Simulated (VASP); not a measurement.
# RbTe4 (P-6c2) in VASP: single point with PBE

Aim: the single point of RbTe4 with PBE.

Program: VASP 6.6.1. These are calculated values, not measurements. Logs are shortened: lines on timing, memory, paths and dates and some standing lists are left out, and cuts for length are marked.

## Step 1: The crystal as given

It takes space group P-6c2 (No. 188, hexagonal). Conventional cell: a = 5.790 Å, b = 5.790 Å, c = 8.334 Å, α = 90.00°, β = 90.00°, γ = 120.00°. Rb (site symmetry 32) is surrounded by 9 Te at 3.29 to 3.34 Å. Around Te (site symmetry m) lie 4 Te at 2.68 to 2.80 Å. Te (site symmetry 32) is surrounded by 6 Te at 2.80 Å.

The cell was built by a generator and needn't be a form met in nature.

## Step 2: Single point, PBE

File INCAR:

```
SYSTEM = RbTe4
  PREC = Accurate
  ENCUT = 520
  EDIFF = 1E-7
  ISMEAR = 0
  SIGMA = 0.1
  LREAL = .False.
  LASPH = .True.
  NELM = 100
  ALGO = Fast
  ISIF = 2
  LWAVE = .False.
  LCHARG = .False.
  GGA = PE
  NBANDS = 44
```

File KPOINTS:

```
Automatic mesh
0
Gamma
  3 3 2
  0 0 0
```

File POSCAR:

```
RbTe4
1.0
    5.7903107700      0.0000000000      0.0000000000
   -2.8951553900      5.0145562300      0.0000000000
    0.0000000000      0.0000000000      8.3342086000
Rb Te
2 8
Direct
    0.6666666700      0.3333333300      0.0000000000
    0.6666666700      0.3333333300      0.5000000000
    0.0891183300      0.7887326400      0.7500000000
    0.2112673600      0.3003856900      0.7500000000
    0.6996143100      0.9108816700      0.7500000000
    0.6996143100      0.7887326400      0.2500000000
    0.2112673600      0.9108816700      0.2500000000
    0.0891183300      0.3003856900      0.2500000000
    0.3333333300      0.6666666700      0.5000000000
    0.3333333300      0.6666666700      0.0000000000
```

Potentials or basis: VASP PAW PBE potentials, release 64 (Rb_sv, Te).

Command:

```
$ cat potpaw_PBE.64/Rb_sv/POTCAR potpaw_PBE.64/Te/POTCAR > POTCAR
$ mpirun -np 1 vasp_std > vasp.out
```

OUTCAR:

```text
SYSTEM = RbTe4
   PREC = Accurate
   ENCUT = 520
   EDIFF = 1E-7
   ISMEAR = 0
   LREAL = .False.
   LASPH = .True.
   NELM = 100
   ISIF = 2
   GGA = PE

 ion  position               nearest neighbor table
   1  0.667  0.333  0.000-   8 3.29   5 3.29   7 3.29   3 3.29   4 3.29   6 3.29  10 3.34  10 3.34
                            10 3.34   4 3.86   6 3.86   3 3.86   7 3.86   8 3.86   5 3.86   2 4.17
   2  0.667  0.333  0.500-   8 3.29   5 3.29   7 3.29   3 3.29   4 3.29   6 3.29   9 3.34   9 3.34
                             9 3.34   4 3.86   6 3.86   3 3.86   7 3.86   8 3.86   5 3.86   1 4.17
   3  0.089  0.789  0.750-   5 2.68   4 2.68   9 2.80  10 2.80   5 3.24   4 3.24   1 3.29   2 3.29
                             1 3.86   2 3.86
   4  0.211  0.300  0.750-   5 2.68   3 2.68   9 2.80  10 2.80   5 3.24   3 3.24   2 3.29   1 3.29
                             2 3.86   1 3.86
   5  0.700  0.911  0.750-   4 2.68   3 2.68   9 2.80  10 2.80   3 3.24   4 3.24   2 3.29   1 3.29
                             1 3.86   2 3.86
   6  0.700  0.789  0.250-   7 2.68   8 2.68   9 2.80  10 2.80   7 3.24   8 3.24   1 3.29   2 3.29
                             2 3.86   1 3.86
   7  0.211  0.911  0.250-   6 2.68   8 2.68  10 2.80   9 2.80   6 3.24   8 3.24   1 3.29   2 3.29
                             1 3.86   2 3.86
   8  0.089  0.300  0.250-   6 2.68   7 2.68  10 2.80   9 2.80   6 3.24   7 3.24   1 3.29   2 3.29
                             1 3.86   2 3.86
   9  0.333  0.667  0.500-   3 2.80   7 2.80   5 2.80   8 2.80   6 2.80   4 2.80   2 3.34   2 3.34
                             2 3.34
  10  0.333  0.667  0.000-   3 2.80   7 2.80   5 2.80   8 2.80   6 2.80   4 2.80   1 3.34   1 3.34
                             1 3.34

  LATTYP: Found a hexagonal cell.
 ALAT       =     5.7903107700
 C/A-ratio  =     1.4393370116

  Lattice vectors:

 A1 = (   5.7903107700,   0.0000000000,   0.0000000000)
 A2 = (  -2.8951553900,   5.0145562300,   0.0000000000)
 A3 = (   0.0000000000,   0.0000000000,   8.3342086000)

Analysis of symmetry for initial positions (statically):
=====================================================================
 Subroutine PRICEL returns:
 Original cell was already a primitive cell.

 Routine SETGRP: Setting up the symmetry group for a
 hexagonal supercell.

 Subroutine GETGRP returns: Found 12 space group operations
 (whereof  6 operations were pure point group operations)
 out of a pool of 24 trial point group operations.

The static configuration has the point symmetry D_3 .
 The point group associated with its full space group is D_3h.

Analysis of symmetry for dynamics (positions and initial velocities):
=====================================================================
 Subroutine PRICEL returns:
 Original cell was already a primitive cell.

 Routine SETGRP: Setting up the symmetry group for a
 hexagonal supercell.

 Subroutine GETGRP returns: Found 12 space group operations
 (whereof  6 operations were pure point group operations)
 out of a pool of 24 trial point group operations.

The dynamic configuration has the point symmetry D_3 .
 The point group associated with its full space group is D_3h.

 Subroutine INISYM returns: Found 12 space group operations
 (whereof  6 operations are pure point group operations),
 and found     1 'primitive' translations

----------------------------------------------------------------------------------------

                                     Primitive cell

  volume of cell :     241.9907

  direct lattice vectors                    reciprocal lattice vectors
     5.790310770  0.000000000  0.000000000     0.172702302  0.099709721  0.000000000
    -2.895155390  5.014556230  0.000000000     0.000000000  0.199419441  0.000000000
     0.000000000  0.000000000  8.334208600     0.000000000  0.000000000  0.119987397

  length of vectors
     5.790310770  5.790310779  8.334208600     0.199419441  0.199419441  0.119987397

  position of ions in fractional coordinates (direct lattice)
     0.666666670  0.333333330  0.000000000
     0.666666670  0.333333330  0.500000000
     0.089118330  0.788732640  0.750000000
     0.211267360  0.300385690  0.750000000
     0.699614310  0.910881670  0.750000000
     0.699614310  0.788732640  0.250000000
     0.211267360  0.910881670  0.250000000
     0.089118330  0.300385690  0.250000000
     0.333333330  0.666666670  0.500000000
     0.333333330  0.666666670  0.000000000

  ion indices of the primitive-cell ions
   primitive index   ion index
                 1           1
                 2           2
                 3           3
                 4           4
                 5           5
                 6           6
                 7           7
                 8           8
                 9           9
                10          10

----------------------------------------------------------------------------------------

 KPOINTS: Automatic mesh

Automatic generation of k-mesh.
 Grid dimensions read from file:
 generate k-points for:    3    3    2

 Generating k-lattice:

  Cartesian coordinates                     Fractional coordinates (reciprocal lattice)
     0.057567434  0.033236574  0.000000000     0.333333333 -0.000000000  0.000000000
     0.000000000  0.066473147  0.000000000     0.000000000  0.333333333  0.000000000
     0.000000000  0.000000000  0.059993699     0.000000000  0.000000000  0.500000000

  Length of vectors
     0.066473147  0.066473147  0.059993699

  Shift w.r.t. Gamma in fractional coordinates (k-lattice)
     0.000000000  0.000000000  0.000000000

 Subroutine IBZKPT returns following result:
 ===========================================

 Found      6 irreducible k-points:

 Following reciprocal coordinates:
            Coordinates               Weight
  0.000000  0.000000  0.000000      1.000000
  0.333333  0.000000  0.000000      6.000000
  0.333333  0.333333  0.000000      2.000000
  0.000000  0.000000  0.500000      1.000000
  0.333333  0.000000  0.500000      6.000000
  0.333333  0.333333  0.500000      2.000000
   k-points           NKPTS =      6   k-points in BZ     NKDIM =      6   number of bands    NBANDS=     44
   number of dos      NEDOS =    301   number of ions     NIONS =     10
   total plane-waves  NPLWV = 147456
   dimension x,y,z NGX =    48 NGY =   48 NGZ =   64
   dimension x,y,z NGXF=    96 NGYF=   96 NGZF=  128
   ions per type =               2   8
   NGX,Y,Z   is equivalent  to a cutoff of  13.78, 13.78, 12.77 a.u.
   NGXF,Y,Z  is equivalent  to a cutoff of  27.56, 27.56, 25.53 a.u.
 SYSTEM =  RbTe4
   PREC   = accura    normal or accurate (medium, high low for compatibility)
   ISTART =      0    job   : 0-new  1-cont  2-samecut
   ICHARG =      2    charge: 1-file 2-atom 10-const
   ISPIN  =      1    spin polarized calculation?
   LNONCOLLINEAR =      F non collinear calculations
   LSORBIT =      F    spin-orbit coupling
   LASPH  =      T    aspherical Exc in radial PAW
   ENCUT  =  520.0 eV  38.22 Ry    6.18 a.u.  10.77 10.77 15.50*2*pi/ulx,y,z
   NELM   =    100;   NELMIN=  2; NELMDL= -5     # of ELM steps
   EDIFF  = 0.1E-06   stopping-criterion for ELM
   LREAL  =      F    real-space projection
   EDIFFG = 0.1E-05   stopping-criterion for IOM
   NSW    =      0    number of steps for IOM
   IBRION =     -1    ionic relax: 0-MD 1-quasi-New 2-CG
   NFREE  =      0    steps in history (QN), initial steepest desc. (CG)
   ISIF   =      2    stress and relaxation
   ISYM   =      2    0-nonsym 1-usesym 2-fastsym
   POTIM  = 0.5000    time-step for ionic-motion
   TEBEG  =    0.0;   TEEND  =   0.0 temperature during run
   PSTRESS=    0.0 pullay stress
   NELECT =      66.0000    total number of electrons
   NUPDOWN=      -1.0000    fix difference up-down
   EMIN   =  10.00;   EMAX   =-10.00  energy-range for DOS
   EFERMI =   0.00;   METHOD = LEGACY
   ISMEAR =     0;   SIGMA  =   0.10  broadening in eV -4-tet -1-fermi 0-gaus
   EFERMI_NEDOS =   21; number of points for ismear=-14 and -15
   IALGO  =     68    algorithm
   IMIX   =      4    mixing-type and parameters
     AMIX     =   0.40;   BMIX     =  1.00
     AMIX_MAG =   1.60;   BMIX_MAG =  1.00
  volume/ion in A,a.u.               =      24.20       163.30
  Fermi-wavevector in a.u.,A,eV,Ry     =   1.061671  2.006267 15.335739  1.127145
  Thomas-Fermi vector in A             =   2.197095
   LORBIT       =      0    0 simple, 1 ext, 2 COOP (PROOUT), +10 PAW based schemes
   GGA     = PE    functional components
   LHFCALC =     F    Hartree Fock is set to
   AEXX    =    0.0000 exact exchange contribution
   IVDW    =     0    specifies the selected vdW correction
   LEPSILON=     F    determine dielectric tensor
   LRPA    =     F    only Hartree local field effects (RPA)
 non-spin polarized calculation
 RMM-DIIS sequential band-by-band and
 Gauss-broadening in eV      SIGMA  =   0.10
  energy-cutoff  :      520.00
  volume of cell :      241.99
 maximum number of plane-waves:      6535
 NGX is ok and might be reduce to    48
   NGX = 21   NGY = 21   NGZ = 31

 number of electron      65.9999995 magnetization

 Free energy of the ion-electron system (eV)
  ---------------------------------------------------
  ext. energy  EPLUGINS =         0.00000000
  ---------------------------------------------------
  free energy    TOTEN  =       -16.62469124 eV

  energy without entropy =      -16.59250108  energy(sigma->0) =      -16.60859616

 E-fermi :   9.7766     XC(G=0): -10.3953

 val. band max:        9.7720515151   @ k =   0.3333   0.3333   0.5000
 cond. band min:       9.8336233476   @ k =   0.3333   0.0000   0.0000
 fundamental gap:      0.0615718326
 Fermi energy:         9.7765837489

 k-point     1 :       0.0000    0.0000    0.0000
  band No.  band energies     occupation
      1     -18.1484      2.00000
      2     -18.1232      2.00000
      3      -6.9366      2.00000
      4      -6.0187      2.00000
      5      -3.8947      2.00000
      6      -2.8315      2.00000
[... 271 lines left out ...]
     43      13.5176      0.00000
     44      13.5216      0.00000

------------------------ aborting loop because EDIFF is reached ----------------------------------------

  FORCE on cell =-STRESS in cart. coord.  units (eV):
  Direction    XX          YY          ZZ          XY          YZ          ZX
  --------------------------------------------------------------------------------------
  -------------------------------------------------------------------------------------
  Total       64.2420976     64.2420978     49.9076036     -0.0000001      0.0000000     -0.0000000
  in kB      425.3354198    425.3354210    330.4293029     -0.0000004      0.0000000     -0.0000000
  external PRESSURE =     393.7000479 kB  Pullay stress =       0.0000000 kB

 VOLUME and BASIS-vectors are now :
 -----------------------------------------------------------------------------
  energy-cutoff  :      520.00
  volume of cell :      241.99
      direct lattice vectors                 reciprocal lattice vectors
     5.790310770  0.000000000  0.000000000     0.172702302  0.099709721  0.000000000
    -2.895155390  5.014556230  0.000000000     0.000000000  0.199419441  0.000000000
     0.000000000  0.000000000  8.334208600     0.000000000  0.000000000  0.119987397

 POSITION                                       TOTAL-FORCE (eV/Angst)
 -----------------------------------------------------------------------------------
      2.89516      1.67152      0.00000         0.000000     -0.000000      0.000000
      2.89516      1.67152      4.16710         0.000000     -0.000000     -0.000000
     -1.76748      3.95514      6.25066         0.539991     -1.442113     -0.000000
      0.35364      1.50630      6.25066         0.978911      1.188702      0.000000
      1.41384      4.56767      6.25066        -1.518902      0.253411     -0.000000
      1.76748      3.95514      2.08355        -0.539991     -1.442113      0.000000
     -1.41384      4.56767      2.08355         1.518902      0.253411     -0.000000
     -0.35364      1.50630      2.08355        -0.978911      1.188702      0.000000
     -0.00000      3.34304      4.16710         0.000000     -0.000000     -0.000000
     -0.00000      3.34304      0.00000         0.000000     -0.000000     -0.000000
 -----------------------------------------------------------------------------------
    total drift:                                0.000017     -0.000017      0.000000

  FREE ENERGIE OF THE ION-ELECTRON SYSTEM (eV)
  ---------------------------------------------------
  free  energy   TOTEN  =       -16.6246912374 eV

  energy  without entropy=      -16.5925010812  energy(sigma->0) =      -16.60859616
```

Run time: 4.2 min. Hardware: 1 thread of Intel Xeon Platinum 8375C at 2.90GHz (Ice Lake), shared host; peak memory 0.39 GiB.

What came out:

- Free energy: -16.6247 eV
- Pressure: 39.4 GPa
- Largest force: 1.540 eV/Å
- Band gap on the k mesh: none (metal or under the smearing width)

Forces in eV/Å, atoms in the order of the input:
```
Rb   0.000  0.000  0.000
Rb   0.000  0.000  0.000
Te   0.540 -1.442  0.000
Te   0.979  1.189  0.000
Te  -1.519  0.253  0.000
Te  -0.540 -1.442  0.000
Te   1.519  0.253  0.000
Te  -0.979  1.189  0.000
Te   0.000  0.000  0.000
Te   0.000  0.000  0.000
```

Stress tensor (GPa, compression positive):
```
42.53  0.00  0.00
 0.00 42.53  0.00
 0.00  0.00 33.04
```

Levels at points of the mesh, in eV from the Fermi level:
```csv
k point,band 29,band 30,band 31,band 32,band 33,band 34,band 35,band 36,band 37,band 38
"(0.00, 0.00, 0.00)",-1.39,-1.17,-1.17,-0.86,-0.52,0.71,0.71,1.86,2.47,2.47
"(0.00, 0.00, 0.50)",-1.46,-1.46,0.32,0.32,0.33,0.33,0.33,0.33,2.73,2.73
```

Caveat: the k mesh is coarse (spacing up to 0.42 Å⁻¹), so the values aren't converged; a pressure of tens of GPa on the cell as given is suspect, and the run, the potentials or the cell itself is likely at fault; forces of over 1 eV/Å show positions far from the minimum, so gaps and moduli don't describe the material at rest.
